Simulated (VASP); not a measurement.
These are r2SCAN meta-GGA, VASP's PBE PAW potentials (set 64) (plane waves; VASP 6.6.1) values and carry that method's errors.

A VASP calculation is set up with these files.

**KPOINTS**
```
Automatic mesh
0
Gamma
12 12 1
0 0 0
```

### POSCAR
```
Rh(111) slab
1
    2.6904635034     0.0000000000     0.0000000000
   -1.3452317517     2.3300092852    -0.0000000000
   -0.0000000000    -0.0000000000    26.0030714380
Rh
5
Direct
  0.6666670000   0.3333330000   0.3310390000
  0.3333330000   0.6666670000   0.4155190000
  0.0000000000   0.0000000000   0.5000000000
  0.6666670000   0.3333330000   0.5844810000
  0.3333330000   0.6666670000   0.6689610000
```

INCAR:
```
SYSTEM = Rh(111) slab
PREC = Normal; ENCUT = 400; LREAL = .FALSE.
LASPH = .TRUE.
EDIFF = 1E-5; NELM = 100; NELMIN = 4
ALGO = Normal; LMAXMIX = 4; LMIXTAU = .TRUE.
ISMEAR = 1; SIGMA = 0.1
METAGGA = R2SCAN
IBRION = 2; NSW = 50; ISIF = 2
EDIFFG = -0.03
LWAVE = .TRUE.; LCHARG = .FALSE.
DIPOL = 0.5 0.5 0.5
LDIPOL = .TRUE.; IDIPOL = 3
```

POTCAR, in this order: Rh_pv (PBE.64 set). Program: vasp_std.

Output of the run:

### OUTCAR
```
 ion  position               nearest neighbor table
   1  0.667  0.333  0.331-   2 2.69   2 2.69   2 2.69
   2  0.333  0.667  0.416-   1 2.69   1 2.69   1 2.69   3 2.69   3 2.69   3 2.69
   3  0.000  0.000  0.500-   2 2.69   4 2.69   2 2.69   4 2.69   4 2.69   2 2.69
   4  0.667  0.333  0.584-   5 2.69   5 2.69   5 2.69   3 2.69   3 2.69   3 2.69
   5  0.333  0.667  0.669-   4 2.69   4 2.69   4 2.69
  LATTYP: Found a hexagonal cell.
 ALAT       =     2.6904635034
 C/A-ratio  =     9.6649039859
 Subroutine PRICEL returns:
 Original cell was already a primitive cell.
 Subroutine GETGRP returns: Found 12 space group operations
The static configuration has the point symmetry D_3d.
The dynamic configuration has the point symmetry D_3d.
 Subroutine INISYM returns: Found 12 space group operations
 Subroutine IBZKPT returns following result:
 Found     19 irreducible k-points:

 Following reciprocal coordinates:
            Coordinates               Weight
  0.000000  0.000000  0.000000      1.000000
  0.083333  0.000000  0.000000      6.000000
  0.166667  0.000000  0.000000      6.000000
  0.250000  0.000000  0.000000      6.000000
  0.333333  0.000000  0.000000      6.000000
  0.416667  0.000000  0.000000      6.000000
  0.500000  0.000000  0.000000      3.000000
  0.083333  0.083333  0.000000      6.000000
  0.166667  0.083333  0.000000     12.000000
  0.250000  0.083333  0.000000     12.000000
  0.333333  0.083333  0.000000     12.000000
  0.416667  0.083333  0.000000     12.000000
  0.166667  0.166667  0.000000      6.000000
  0.250000  0.166667  0.000000     12.000000
  0.333333  0.166667  0.000000     12.000000
  0.416667  0.166667  0.000000      6.000000
  0.250000  0.250000  0.000000      6.000000
  0.333333  0.250000  0.000000     12.000000
  0.333333  0.333333  0.000000      2.000000
   k-points           NKPTS =     19   k-points in BZ     NKDIM =     19   number of bands    NBANDS=     45
   number of dos      NEDOS =    301   number of ions     NIONS =      5
   total plane-waves  NPLWV =  25088
   dimension x,y,z NGX =    14 NGY =   14 NGZ =  128
   dimension x,y,z NGXF=    28 NGYF=   28 NGZF=  256
   ions per type =               5
   PREC   = normal    normal or accurate (medium, high low for compatibility)
   ISTART =      0    job   : 0-new  1-cont  2-samecut
   ICHARG =      2    charge: 1-file 2-atom 10-const
   ISPIN  =      1    spin polarized calculation?
   LNONCOLLINEAR =      F non collinear calculations
   LSORBIT =      F    spin-orbit coupling
   INIWAV =      1    electr: 0-lowe 1-rand  2-diag
   ENCUT  =  400.0 eV  29.40 Ry    5.42 a.u.   4.39  4.39 42.40*2*pi/ulx,y,z
   NELM   =    100;   NELMIN=  4; NELMDL= -5     # of ELM steps
   EDIFF  = 0.1E-04   stopping-criterion for ELM
   LREAL  =      F    real-space projection
   NLSPLINE    = F    spline interpolate recip. space projectors
   LMAXMIX     =    4 max onsite mixed and CHGCAR
   VOSKOWN=      0    Vosko Wilk Nusair interpolation
   EDIFFG = -.3E-01   stopping-criterion for IOM
   NSW    =     50    number of steps for IOM
   NBLOCK =      1;   KBLOCK =     50    inner block; outer block
   IBRION =      2    ionic relax: 0-MD 1-quasi-New 2-CG
   NFREE  =      1    steps in history (QN), initial steepest desc. (CG)
   ISIF   =      2    stress and relaxation
   ISYM   =      2    0-nonsym 1-usesym 2-fastsym
   TEIN   =    0.0    initial temperature
   TEBEG  =    0.0;   TEEND  =   0.0 temperature during run
   SMASS  =  -3.00    Nose mass-parameter (am)
   PSTRESS=    0.0 pullay stress
   NELECT =      75.0000    total number of electrons
   EFERMI =   0.00;   METHOD = LEGACY
   ISMEAR =     1;   SIGMA  =   0.10  broadening in eV -4-tet -1-fermi 0-gaus
   IALGO  =     38    algorithm
   LDIAG  =      T    sub-space diagonalisation (order eigenvalues)
...
```

**OSZICAR**
```
...
DAV:  40    -0.118939548997E+03    0.18490E-03   -0.13080E-04  1622   0.763E-02    0.244E-01
DAV:  41    -0.118938618791E+03    0.93021E-03   -0.24647E-03  1718   0.312E-01    0.283E-01
DAV:  42    -0.118937234101E+03    0.13847E-02   -0.28337E-04  1787   0.116E-01    0.286E-01
DAV:  43    -0.118937152829E+03    0.81272E-04   -0.71518E-05  1528   0.531E-02    0.265E-01
DAV:  44    -0.118937028093E+03    0.12474E-03   -0.59135E-06  1045   0.152E-02    0.259E-01
DAV:  45    -0.118936840282E+03    0.18781E-03   -0.80829E-06   993   0.203E-02    0.257E-01
DAV:  46    -0.118934636954E+03    0.22033E-02   -0.51575E-04  1710   0.178E-01    0.228E-01
DAV:  47    -0.118934596526E+03    0.40427E-04   -0.36097E-06  1028   0.134E-02    0.227E-01
DAV:  48    -0.118934450375E+03    0.14615E-03   -0.43869E-06   968   0.110E-02    0.223E-01
DAV:  49    -0.118931519276E+03    0.29311E-02   -0.35130E-03  1718   0.363E-01    0.203E-01
DAV:  50    -0.118931487196E+03    0.32080E-04   -0.66576E-05  1759   0.451E-02    0.204E-01
DAV:  51    -0.118933177763E+03   -0.16906E-02   -0.32415E-03  1766   0.317E-01    0.145E-01
DAV:  52    -0.118931935742E+03    0.12420E-02   -0.70108E-04  1726   0.210E-01    0.113E-01
DAV:  53    -0.118931655854E+03    0.27989E-03   -0.73408E-04  1726   0.194E-01    0.988E-02
DAV:  54    -0.118931968164E+03   -0.31231E-03   -0.32877E-04  1734   0.162E-01    0.104E-01
DAV:  55    -0.118930739590E+03    0.12286E-02   -0.12849E-03  1771   0.169E-01    0.941E-02
DAV:  56    -0.118930616720E+03    0.12287E-03   -0.21135E-04  1782   0.114E-01    0.985E-02
DAV:  57    -0.118930889019E+03   -0.27230E-03   -0.55937E-05  1598   0.659E-02    0.960E-02
DAV:  58    -0.118930781107E+03    0.10791E-03   -0.21285E-06  1030   0.821E-03    0.987E-02
DAV:  59    -0.118930364756E+03    0.41635E-03   -0.73871E-05  1646   0.683E-02    0.108E-01
DAV:  60    -0.118930950214E+03   -0.58546E-03   -0.89992E-05  1638   0.757E-02    0.990E-02
DAV:  61    -0.118931932817E+03   -0.98260E-03   -0.12078E-02  1771   0.405E-01    0.646E-02
DAV:  62    -0.118931534613E+03    0.39820E-03   -0.43213E-04  1757   0.134E-01    0.584E-02
DAV:  63    -0.118931541029E+03   -0.64160E-05   -0.93462E-06  1235   0.106E-02
   1 F= -.11893154E+03 E0= -.11893299E+03  d E =-.118932E+03
       N       E                     dE             d eps       ncg     rms          rms(c)
DAV:   1    -0.118862603573E+03    0.68931E-01   -0.68272E+00  2019   0.334E+01    0.590E-01
DAV:   2    -0.118975930160E+03   -0.11333E+00   -0.88780E-01  1750   0.671E+00    0.255E+00
DAV:   3    -0.118931410329E+03    0.44520E-01   -0.15508E-01  1818   0.335E+00    0.392E-01
DAV:   4    -0.118941006840E+03   -0.95965E-02   -0.16842E-02  1860   0.654E-01    0.406E-01
DAV:   5    -0.118940423472E+03    0.58337E-03   -0.91937E-03  1725   0.675E-01    0.237E-01
DAV:   6    -0.118940569904E+03   -0.14643E-03   -0.28519E-03  1772   0.529E-01    0.112E-01
DAV:   7    -0.118940559370E+03    0.10533E-04   -0.55521E-04  1758   0.186E-01    0.700E-02
DAV:   8    -0.118939938906E+03    0.62046E-03   -0.44824E-04  1766   0.161E-01    0.195E-02
DAV:   9    -0.118940066044E+03   -0.12714E-03   -0.41075E-04  1710   0.168E-01    0.101E-02
DAV:  10    -0.118939975442E+03    0.90602E-04   -0.38516E-05  1357   0.462E-02    0.901E-03
DAV:  11    -0.118940211024E+03   -0.23558E-03   -0.84976E-05  1454   0.632E-02    0.893E-03
DAV:  12    -0.118940297636E+03   -0.86612E-04   -0.25703E-05  1286   0.438E-02    0.827E-03
DAV:  13    -0.118940550189E+03   -0.25255E-03   -0.67301E-05  1678   0.703E-02    0.680E-03
DAV:  14    -0.118940898474E+03   -0.34828E-03   -0.28351E-04  1710   0.136E-01    0.571E-03
DAV:  15    -0.118941292650E+03   -0.39418E-03   -0.21622E-04  1718   0.107E-01    0.483E-03
DAV:  16    -0.118941389318E+03   -0.96668E-04   -0.82289E-05  1696   0.740E-02    0.431E-03
DAV:  17    -0.118941410995E+03   -0.21677E-04   -0.19768E-06  1063   0.835E-03    0.425E-03
DAV:  18    -0.118941584865E+03   -0.17387E-03   -0.52903E-05  1566   0.571E-02    0.309E-03
DAV:  19    -0.118942099766E+03   -0.51490E-03   -0.26979E-04  1702   0.999E-02    0.291E-03
DAV:  20    -0.118942140098E+03   -0.40332E-04   -0.22445E-05  1267   0.320E-02    0.211E-03
DAV:  21    -0.118942214893E+03   -0.74795E-04   -0.18194E-05  1182   0.335E-02    0.128E-03
DAV:  22    -0.118942213359E+03    0.15332E-05   -0.85631E-06  1102   0.218E-02
   2 F= -.11894221E+03 E0= -.11894331E+03  d E =-.106723E-01
       N       E                     dE             d eps       ncg     rms          rms(c)
DAV:   1    -0.118938366459E+03    0.38484E-02   -0.35375E-01  2035   0.759E+00    0.134E-01
DAV:   2    -0.118942587946E+03   -0.42215E-02   -0.43658E-02  1770   0.151E+00    0.546E-01
DAV:   3    -0.118940904722E+03    0.16832E-02   -0.75978E-03  1821   0.672E-01    0.859E-02
DAV:   4    -0.118942098650E+03   -0.11939E-02   -0.96258E-04  1884   0.158E-01    0.857E-02
DAV:   5    -0.118942358352E+03   -0.25970E-03   -0.51170E-04  1857   0.197E-01    0.718E-02
DAV:   6    -0.118942447613E+03   -0.89261E-04   -0.19934E-04  1611   0.143E-01    0.234E-02
DAV:   7    -0.118942597010E+03   -0.14940E-03   -0.45635E-05  1429   0.498E-02    0.209E-02
DAV:   8    -0.118942624725E+03   -0.27714E-04   -0.26029E-05  1325   0.395E-02    0.324E-03
DAV:   9    -0.118942639293E+03   -0.14568E-04   -0.80356E-06  1038   0.242E-02    0.121E-03
DAV:  10    -0.118942641821E+03   -0.25283E-05   -0.25408E-06   945   0.138E-02
   3 F= -.11894264E+03 E0= -.11894367E+03  d E =-.111008E-01
       N       E                     dE             d eps       ncg     rms          rms(c)
DAV:   1    -0.118934331685E+03    0.83076E-02   -0.85446E-01  2051   0.120E+01    0.188E-01
DAV:   2    -0.118940549155E+03   -0.62175E-02   -0.87217E-02  1740   0.213E+00    0.385E-01
DAV:   3    -0.118942080319E+03   -0.15312E-02   -0.13690E-02  1851   0.859E-01    0.309E-01
DAV:   4    -0.118942502417E+03   -0.42210E-03   -0.37957E-03  1859   0.438E-01    0.626E-02
DAV:   5    -0.118942913451E+03   -0.41103E-03   -0.54671E-04  1859   0.226E-01    0.852E-02
DAV:   6    -0.118943161155E+03   -0.24770E-03   -0.34055E-04  1848   0.186E-01    0.593E-02
DAV:   7    -0.118943757234E+03   -0.59608E-03   -0.17805E-04  1613   0.807E-02    0.172E-02
DAV:   8    -0.118944039207E+03   -0.28197E-03   -0.34110E-05  1428   0.331E-02    0.591E-03
DAV:   9    -0.118944173557E+03   -0.13435E-03   -0.88481E-06  1158   0.215E-02    0.294E-03
DAV:  10    -0.118944318839E+03   -0.14528E-03   -0.27156E-05  1308   0.319E-02    0.260E-03
DAV:  11    -0.118944327148E+03   -0.83091E-05   -0.29273E-06   981   0.144E-02
   4 F= -.11894433E+03 E0= -.11894538E+03  d E =-.168533E-02
       N       E                     dE             d eps       ncg     rms          rms(c)
DAV:   1    -0.118856134672E+03    0.88184E-01   -0.76882E+00  2051   0.359E+01    0.570E-01
DAV:   2    -0.118935813353E+03   -0.79679E-01   -0.79818E-01  1740   0.646E+00    0.121E+00
DAV:   3    -0.118941044196E+03   -0.52308E-02   -0.13633E-01  1880   0.275E+00    0.905E-01
DAV:   4    -0.118940147538E+03    0.89666E-03   -0.30941E-02  1907   0.123E+00    0.170E-01
DAV:   5    -0.118941596010E+03   -0.14485E-02   -0.33236E-03  1854   0.572E-01    0.231E-01
DAV:   6    -0.118942601814E+03   -0.10058E-02   -0.26043E-03  1856   0.538E-01    0.165E-01
DAV:   7    -0.118945427281E+03   -0.28255E-02   -0.13263E-03  1775   0.226E-01    0.486E-02
DAV:   8    -0.118946100765E+03   -0.67348E-03   -0.16988E-04  1733   0.721E-02    0.162E-02
DAV:   9    -0.118946389974E+03   -0.28921E-03   -0.27220E-05  1395   0.324E-02    0.938E-03
DAV:  10    -0.118946891368E+03   -0.50139E-03   -0.10922E-04  1623   0.435E-02    0.900E-03
DAV:  11    -0.118946962635E+03   -0.71267E-04   -0.67299E-06  1103   0.170E-02    0.699E-03
DAV:  12    -0.118947100290E+03   -0.13765E-03   -0.40761E-05  1403   0.418E-02    0.478E-03
DAV:  13    -0.118947127240E+03   -0.26950E-04   -0.43956E-06   992   0.158E-02    0.368E-03
DAV:  14    -0.118947132350E+03   -0.51104E-05   -0.25136E-06   968   0.105E-02
   5 F= -.11894713E+03 E0= -.11894825E+03  d E =-.449053E-02
```

**OUTCAR**
```
------------------------ aborting loop because EDIFF is reached ----------------------------------------
  FORCE on cell =-STRESS in cart. coord.  units (eV):
  Direction    XX          YY          ZZ          XY          YZ          ZX
  --------------------------------------------------------------------------------------
  Total       -2.9476332     -2.9476321     -0.6380395      0.0000000     -0.0000000      0.0000000
  in kB      -28.9717427    -28.9717313     -6.2711720      0.0000000     -0.0000000      0.0000000
  external PRESSURE =     -21.4048820 kB  Pullay stress =       0.0000000 kB
  volume of cell :      163.01
      direct lattice vectors                 reciprocal lattice vectors
     2.690463503  0.000000000  0.000000000     0.371683169  0.214591420  0.000000000
    -1.345231752  2.330009285  0.000000000     0.000000000  0.429182839  0.000000000
     0.000000000  0.000000000 26.003071438     0.000000000  0.000000000  0.038456995
 POSITION                                       TOTAL-FORCE (eV/Angst)
 -----------------------------------------------------------------------------------
      1.34523      0.77667      8.65289        -0.000000      0.000000     -0.000466
     -0.00000      1.55334     10.80762         0.000000      0.000000      0.029836
      0.00000      0.00000     13.00154        -0.000000      0.000000      0.000000
      1.34523      0.77667     15.19545         0.000000      0.000000     -0.029836
     -0.00000      1.55334     17.35018         0.000000      0.000000      0.000466
 -----------------------------------------------------------------------------------
    total drift:                                0.000000      0.000000      0.000000
  FREE ENERGIE OF THE ION-ELECTRON SYSTEM (eV)
  ---------------------------------------------------
  free  energy   TOTEN  =      -118.9471323504 eV

  energy  without entropy=     -118.9505002917  energy(sigma->0) =     -118.94825500

 reached required accuracy - stopping structural energy minimisation
```
(Selected blocks of OUTCAR.)

**CONTCAR**
```
Rh(111) slab
   1.00000000000000
     2.6904635034000002    0.0000000000000000    0.0000000000000000
    -1.3452317517000001    2.3300092852000001    0.0000000000000000
     0.0000000000000000    0.0000000000000000   26.0030714379999992
  Rh
     5
Direct
     0.6666669999999968    0.3333330000000032    0.3327641160921146
     0.3333330000000032    0.6666669999999968    0.4156286399930254
     0.0000000000000000    0.0000000000000000    0.5000000000000000
     0.6666669999999968    0.3333330000000032    0.5843713600069746
     0.3333330000000032    0.6666669999999968    0.6672358839078854
```

The cell is a thin slab with vacuum, built from Rh (fcc): (111) face.
